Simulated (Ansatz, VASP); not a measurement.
**Two plane-wave programs on MnCdSe3**

INCAR

```
PREC = Accurate
ENCUT = 520
EDIFF = 1E-7
ISMEAR = 0
SIGMA = 0.1
LREAL = F
LASPH = T
NELM = 150
ALGO = Normal
ISIF = 2
LWAVE = F
LCHARG = F
ISPIN = 2
MAGMOM = 4 0 0 0 0
LORBIT = 11
LMAXMIX = 4
GGA = PE
NBANDS = 34
```

The input KPOINTS:

```
regular mesh
0
Gamma
  4 4 4
```

The input POSCAR:

```
MnCdSe3
1.0
    4.9296986200      0.0000000000      0.0000000000
    0.0000000000      4.9296986200      0.0000000000
    0.0000000000      0.0000000000      4.9296986200
Mn Cd Se
1 1 3
Direct
    0.0000000000      0.0000000000      0.0000000000
    0.5000000000      0.5000000000      0.5000000000
    0.5000000000      0.0000000000      0.0000000000
    0.0000000000      0.5000000000      0.0000000000
    0.0000000000      0.0000000000      0.5000000000
```

Input for Ansatz:

```yaml
crystal:
  lattice:
    - [4.92969862, 0.0, 0.0]
    - [0.0, 4.92969862, 0.0]
    - [0.0, 0.0, 4.92969862]
  atoms:
    - { symbol: Mn, position: [0.0, 0.0, 0.0], spin: 4.0 }
    - { symbol: Cd, position: [0.5, 0.5, 0.5] }
    - { symbol: Se, position: [0.5, 0.0, 0.0] }
    - { symbol: Se, position: [0.0, 0.5, 0.0] }
    - { symbol: Se, position: [0.0, 0.0, 0.5] }
basis:
  ecutwfc: 420
kpoints:
  mp_grid: { grid: [4, 4, 4] }
hamiltonian:
  xc: pbe
scf:
  occupations: { method: gaussian, width: 0.1 }
  lower_state_search: "off"
output:
  forces: true
  stress: true
  eigenvalues: true
  populations: true
magnetization:
  spin_polarized: true
```

Alike in both runs: task single point; functional PBE; k mesh 4 × 4 × 4; occupations gaussian, width 0.1 eV; collinear spin.

|  | VASP | Ansatz |
| --- | --- | --- |
| version | VASP 6.6.1 | Ansatz 0.2.0 |
| potentials or method | VASP PAW PBE potentials, release 64 (Mn_pv, Cd, Se) | scalar-relativistic, plane waves, PAW |
| plane-wave cutoff (eV) | 520 | 420 |
| valence electrons in the cell | 43 | 83 |

```csv
,VASP,Ansatz,Ansatz less VASP
gap on the k mesh at the Fermi level (eV),none,none,-
pressure (GPa),-1.1,-1.2,-0.09
net moment per atom (μB),0.66,0.66,+0.001
size of the moment on the site where the two differ most (μB),3.39,3.30,-0.091
```

Site moments also hang on the region over which each program counts them. A gap of «none» marks a metal or a gap that the smearing closes. With one functional, cell and mesh, what is left measures potentials, basis and numerics. The two sets of potentials don't hold the same shells in valence.

Caveats: a cell with one magnetic atom can't hold antiferromagnetic order, which such compounds often take; semilocal functionals often make such compounds metallic where correlation or magnetic order opens a gap, which also shifts bond lengths.
